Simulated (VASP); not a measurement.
# Relaxed cell of Tantalum with and without spin-orbit coupling

Aim: relax Tantalum with and without spin-orbit coupling. The starting structure is a measured crystal structure from the Crystallography Open Database. The first relaxation on each setting starts from this cell expanded by 3 % in volume.

Calculated with VASP 6.6.1; Kohn-Sham DFT with plane waves and PAW; PBEsol and PBEsol + spin-orbit coupling.

### Step 1. The structure

The structure is cubic, space group Im-3m (No. 229). The conventional cell has a = 3.306 Å, b = 3.306 Å, c = 3.306 Å, α = 90.00°, β = 90.00°, γ = 90.00°. Nearest to Ta lie 8 Ta at 2.86 Å.

### Step 2. Relaxation without spin-orbit coupling

This run starts from the cell of an earlier relaxation, which isn't shown; the restart sets up the plane waves anew.

The input, INCAR:

```
SYSTEM = Ta
PREC = Accurate
ENCUT = 450
EDIFF = 1E-06
NELM = 100
ISMEAR = 1
SIGMA = 0.15
LREAL = .FALSE.
ALGO = Normal
GGA = PS
NBANDS = 11
LASPH = .TRUE.
LORBIT = 11
LWAVE = .FALSE.
LCHARG = .FALSE.
KPAR = 8
IBRION = 2
NSW = 50
ISIF = 3
EDIFFG = -0.006
```

The input, POSCAR:

```
Ta
1.0
   -1.6415163856      1.6415163856      1.6415163856
    1.6415163856     -1.6415163856      1.6415163856
    1.6415163856      1.6415163856     -1.6415163856
Ta
1
Direct
    0.0000000000      0.0000000000      0.0000000000
```

The input, KPOINTS:

```
Automatic mesh
0
Gamma
16 16 16
0 0 0
```

PAW data sets: Ta_pv (PBE family, release 64).

Run with:

```
$ mpirun -np 8 vasp_std
```

Output:

```text
[banner, memory and clock lines left out]
running    8 mpi-ranks, on    1 nodes
 distrk:  each k-point on    1 cores,    8 groups
 distr:  one band on    1 cores,    1 groups

 POSCAR found type information on POSCAR Ta
 POSCAR found :  1 types and       1 ions
|                                                                             |
|           W    W    AA    RRRRR   N    N  II  N    N   GGGG   !!!           |
|           W    W   A  A   R    R  NN   N  II  NN   N  G    G  !!!           |
|           W    W  A    A  R    R  N N  N  II  N N  N  G       !!!           |
|           W WW W  AAAAAA  RRRRR   N  N N  II  N  N N  G  GGG   !            |
|           WW  WW  A    A  R   R   N   NN  II  N   NN  G    G                |
|           W    W  A    A  R    R  N    N  II  N    N   GGGG   !!!           |
|                                                                             |
|     For optimal performance we recommend to set                             |
|       NCORE = 2 up to number-of-cores-per-socket                            |
|     NCORE specifies how many cores store one orbital (NPAR=cpu/NCORE).      |
|     This setting can greatly improve the performance of VASP for DFT.       |
|     The default, NCORE=1 might be grossly inefficient on modern             |
|     multi-core architectures or massively parallel machines. Do your        |
|     Unfortunately you need to use the default for GW and RPA                |
|     calculations (for HF NCORE is supported but not extensively tested      |
|     yet).                                                                   |
|                                                                             |

|                                                                             |
|               ----> ADVICE to this user running VASP <----                  |
|                                                                             |
|     You enforced a specific xc type in the INCAR file but a different       |
|     [... a line on the potential file left out ...]
|     I HOPE YOU KNOW WHAT YOU ARE DOING!                                     |
|                                                                             |

 LDA part: xc-table for (Slater+PW92), standard interpolation
 POSCAR, INCAR and KPOINTS ok, starting setup
 FFT: planning ... GRIDC
 FFT: planning ... GRID_SOFT
 FFT: planning ... GRID
 WAVECAR not read
 entering main loop
       N       E                     dE             d eps       ncg     rms          rms(c)
DAV:   1     0.519221421573E+02    0.51922E+02   -0.58003E+03  3198   0.859E+02
DAV:   2    -0.121631574840E+02   -0.64085E+02   -0.62617E+02  3640   0.236E+02
DAV:   3    -0.130475180372E+02   -0.88436E+00   -0.87187E+00  3829   0.266E+01
DAV:   4    -0.130503737078E+02   -0.28557E-02   -0.28554E-02  3593   0.162E+00
DAV:   5    -0.130503861285E+02   -0.12421E-04   -0.12421E-04  3839   0.977E-02    0.143E+01
DAV:   6    -0.126650254181E+02    0.38536E+00   -0.33268E-01  3646   0.634E+00    0.695E+00
DAV:   7    -0.125481614786E+02    0.11686E+00   -0.28740E-01  3655   0.546E+00    0.381E-01
DAV:   8    -0.125468463501E+02    0.13151E-02   -0.93357E-03  3759   0.816E-01    0.115E-01
DAV:   9    -0.125468265221E+02    0.19828E-04   -0.96543E-05  3669   0.107E-01    0.213E-02
DAV:  10    -0.125468241360E+02    0.23860E-05   -0.27179E-06  3522   0.173E-02    0.314E-03
DAV:  11    -0.125468241426E+02   -0.65736E-08   -0.10638E-07  2027   0.378E-03
   1 F= -.12546824E+02 E0= -.12546444E+02  d E =-.125468E+02
 curvature:   0.00 expect dE= 0.000E+00 dE for cont linesearch  0.000E+00
 trial: gam= 0.00000 g(F)=  0.557E-63 g(S)=  0.224E-05 ort = 0.000E+00 (trialstep = 0.100E+01)
 search vector abs. value=  0.224E-05
 reached required accuracy - stopping structural energy minimisation
```

The job ended after 3.6 s (8 MPI ranks of Intel Xeon Platinum 8375C at 2.90GHz (Ice Lake), shared host; peak memory 1.1 GiB; 22 s of CPU time).

The logs omit lines about the potential files and the build; timing stands in the text.

From OUTCAR (step 2):

```text
ion  position               nearest neighbor table
   1  0.000  0.000  0.000-

  LATTYP: Found a body centered cubic cell.
 ALAT       =     3.2830327712

 Subroutine GETGRP returns: Found 48 space group operations
 (whereof 48 operations were pure point group operations)

The static configuration has the point symmetry O_h .

 Found    145 irreducible k-points:

   k-points           NKPTS =    145   k-points in BZ     NKDIM =    145   number of bands    NBANDS=     11

   dimension x,y,z NGX =    20 NGY =   20 NGZ =   20
   dimension x,y,z NGXF=    40 NGYF=   40 NGZF=   40

   ENCUT  =  450.0 eV  33.07 Ry    5.75 a.u.   4.92  4.92  4.92*2*pi/ulx,y,z

   NELECT =      11.0000    total number of electrons

 k-points in reciprocal lattice and weights: Automatic mesh
   0.00000000  0.00000000  0.00000000       0.000
   0.06250000  0.00000000  0.00000000       0.003
   0.12500000  0.00000000  0.00000000       0.003
   0.18750000  0.00000000  0.00000000       0.003
   0.25000000  0.00000000  0.00000000       0.003
   0.31250000  0.00000000  0.00000000       0.003
   0.37500000  0.00000000  0.00000000       0.003
   0.43750000  0.00000000  0.00000000       0.003
   0.50000000  0.00000000  0.00000000       0.001
[...]
0.50000000  0.50000000  0.43750000       0.003
   0.50000000  0.50000000  0.50000000       0.000

 average (electrostatic) potential at core
       1 -36.0422

 E-fermi :   5.4421

 k-point     1 :       0.0000    0.0000    0.0000
  band No.  band energies     occupation
      1     -27.4923      2.00000
      2     -27.4923      2.00000
      3     -27.4923      2.00000
      4      -2.5323      2.00000
      5       6.1830     -0.00000
      6       6.1830     -0.00000
      7       6.1830     -0.00000
      8       9.5178      0.00000
      9       9.5178      0.00000
    ...

 k-point     2 :       0.0625    0.0000    0.0000
  band No.  band energies     occupation
      1     -27.5444      2.00000
      2     -27.5082      2.00000
      3     -27.4926      2.00000
      4      -2.3530      2.00000
      5       6.0662     -0.00000
      6       6.1495     -0.00000
      7       6.3587     -0.00000
      8       9.3273      0.00000
      9       9.5179      0.00000
    ...

 k-point     3 :       0.1250    0.0000    0.0000
  band No.  band energies     occupation
      1     -27.6906      2.00000
      2     -27.5533      2.00000
      3     -27.4935      2.00000
      4      -1.8397      2.00000
      5       5.7514     -0.01301
      6       6.0005     -0.00000
      7       6.8789     -0.00000
      8       8.9691      0.00000
      9       9.5308      0.00000
    ...

  Total       -0.0039325     -0.0039325     -0.0039325      0.0000000      0.0000000     -0.0000000
  in kB       -0.3561070     -0.3561070     -0.3561070      0.0000000      0.0000000     -0.0000000
  external PRESSURE =      -0.3561070 kB  Pullay stress =       0.0000000 kB

  energy-cutoff  :      450.00
  volume of cell :       17.69
      direct lattice vectors                 reciprocal lattice vectors
    -1.641516386  1.641516386  1.641516386     0.000000000  0.304596411  0.304596411
     1.641516386 -1.641516386  1.641516386     0.304596411  0.000000000  0.304596411
     1.641516386  1.641516386 -1.641516386     0.304596411  0.304596411  0.000000000

 POSITION                                       TOTAL-FORCE (eV/Angst)
 -----------------------------------------------------------------------------------
      0.00000      0.00000      0.00000         0.000000      0.000000      0.000000
 -----------------------------------------------------------------------------------
    total drift:                                0.000000      0.000000      0.000000

  FREE ENERGIE OF THE ION-ELECTRON SYSTEM (eV)
  ---------------------------------------------------
  free  energy   TOTEN  =       -12.5468241426 eV

  energy  without entropy=      -12.5456827630  energy(sigma->0) =      -12.54644368

 reached required accuracy - stopping structural energy minimisation

 total charge
# of ion       s       p       d       tot
------------------------------------------
    1        0.375   6.174   2.421   8.969

[... 3 further parts left out ...]
```

This run has no spin polarisation. Its electron count is odd, so without a moment it is a metal by construction. The PAW data sets were made with PBE, which is usual practice but a small mismatch for other functionals. The run keeps the 48 symmetry operations of its start, so it cannot find a distortion of lower symmetry.

Without spin-orbit coupling the relaxed cell holds 17.693 Å³ an atom, with a = 3.283 Å.

### Step 3. Relaxation with spin-orbit coupling

Against step 2 the input has LNONCOLLINEAR = .TRUE., MAGMOM = 0 0 0, GGA_COMPAT = .FALSE. and LSORBIT = .TRUE. (also changed: NBANDS and LMAXMIX). This run starts from the cell of an earlier relaxation, which isn't shown; the restart sets up the plane waves anew.

INCAR: that of step 2 with these lines changed.

```diff
@@ -10,4 +10,9 @@
 GGA = PS
-NBANDS = 11
+LNONCOLLINEAR = .TRUE.
+MAGMOM = 0 0 0
+NBANDS = 22
+GGA_COMPAT = .FALSE.
 LASPH = .TRUE.
+LSORBIT = .TRUE.
+LMAXMIX = 4
 LORBIT = 11
```

The input, POSCAR:

```
Ta
1.0
   -1.6403239230      1.6403239230      1.6403239230
    1.6403239230     -1.6403239230      1.6403239230
    1.6403239230      1.6403239230     -1.6403239230
Ta
1
Direct
    0.0000000000      0.0000000000      0.0000000000
```

KPOINTS is that of step 2.

Run with:

```
$ mpirun -np 8 vasp_ncl
```

Output:

```text
[banner, memory and clock lines left out]
running    8 mpi-ranks, on    1 nodes
[...]
[... a notice as in an earlier step ...]

 [... a notice as in an earlier step ...]

 LDA part: xc-table for (Slater+PW92), standard interpolation
 POSCAR, INCAR and KPOINTS ok, starting setup
[...]
entering main loop
       N       E                     dE             d eps       ncg     rms          rms(c)
DAV:   1     0.847244231333E+02    0.84724E+02   -0.54393E+03  6380   0.926E+02
DAV:   2    -0.113540404886E+02   -0.96078E+02   -0.93168E+02  7434   0.304E+02
DAV:   3    -0.137623292590E+02   -0.24083E+01   -0.23874E+01  7690   0.464E+01
DAV:   4    -0.137739390156E+02   -0.11610E-01   -0.11606E-01  7416   0.345E+00
[...]
DAV:  10    -0.132628434301E+02    0.45904E-04   -0.11002E-04  7294   0.123E-01    0.202E-02
DAV:  11    -0.132628413205E+02    0.21096E-05   -0.47602E-06  7852   0.253E-02    0.721E-03
DAV:  12    -0.132628413030E+02    0.17509E-07   -0.45563E-08  4228   0.239E-03
   1 F= -.13262841E+02 E0= -.13262480E+02  d E =-.132628E+02  mag=     0.0000    -0.0000    -0.0000
[...]
reached required accuracy - stopping structural energy minimisation
```

It took 18 s on 8 MPI ranks; peak memory 1.7 GiB; 2.3 min of CPU time.

Parts of OUTCAR (step 3):

```text
  Total        0.0039241      0.0039241      0.0039241      0.0000000      0.0000000     -0.0000000
  in kB        0.3561238      0.3561238      0.3561238      0.0000000      0.0000000     -0.0000000
  external PRESSURE =       0.3561238 kB  Pullay stress =       0.0000000 kB

 POSITION                                       TOTAL-FORCE (eV/Angst)
 -----------------------------------------------------------------------------------
      0.00000      0.00000      0.00000        -0.000000     -0.000000     -0.000000
 -----------------------------------------------------------------------------------
    total drift:                                0.000000     -0.000000     -0.000000

  FREE ENERGIE OF THE ION-ELECTRON SYSTEM (eV)
  ---------------------------------------------------
  free  energy   TOTEN  =       -13.2628413030 eV

  energy  without entropy=      -13.2617571571  energy(sigma->0) =      -13.26247992

 magnetization (x)
# of ion       s       p       d       tot
------------------------------------------
    1        0.000  -0.000   0.000  -0.000

 magnetization (y)
# of ion       s       p       d       tot
------------------------------------------
    1        0.000   0.000   0.000   0.000

 magnetization (z)
# of ion       s       p       d       tot
------------------------------------------
    1        0.000   0.000   0.000   0.000

[... 1 part as in an earlier step ...]

[... 3 further parts left out ...]
[key lines of the parts left out:]
E-fermi :   5.4482
```

With spin-orbit coupling the relaxed cell holds 17.654 Å³ an atom, with a = 3.281 Å.

### Step 4. The runs compared

| run | volume (Å³/atom) | a (Å) | pressure left (GPa) | core minutes |
| --- | --- | --- | --- | --- |
| without spin-orbit coupling | 17.693 | 3.283 | -0.036 | 1.65 |
| with spin-orbit coupling | 17.654 | 3.2806 | 0.036 | 9.92 |

Core minutes are wall time times ranks, summed over the relaxations behind a row (those for a bulk modulus apart), on shared hosts.

### Step 5. Results

```
volume without spin-orbit coupling : 17.693 Å³/atom
volume with spin-orbit coupling    : 17.654 Å³/atom
```

In words: The run with spin-orbit coupling gives a volume -0.22 % from the one without. The relaxations stop with -0.036 and 0.036 GPa left; at a bulk modulus of 50 GPa, to name a scale, that difference alone shifts the volume by 0.14 %. The k mesh isn't tested here. GGA_COMPAT also differs between the two, which alone can make a change this small. Further runs on this material are not shown.

[Lines on the potential files, build, host, timing and source positions are cut from VASP's logs without a mark.]

[Logs are printed without paths, hosts, clocks, repeated set-up lines and the standing remarks that a program may print on its own settings, such as how far it seeks lower states.]

[Hosts, paths, dates, database ids (printed as entryN), source tags and the programs' standing remarks are cut or masked in the printed files.]
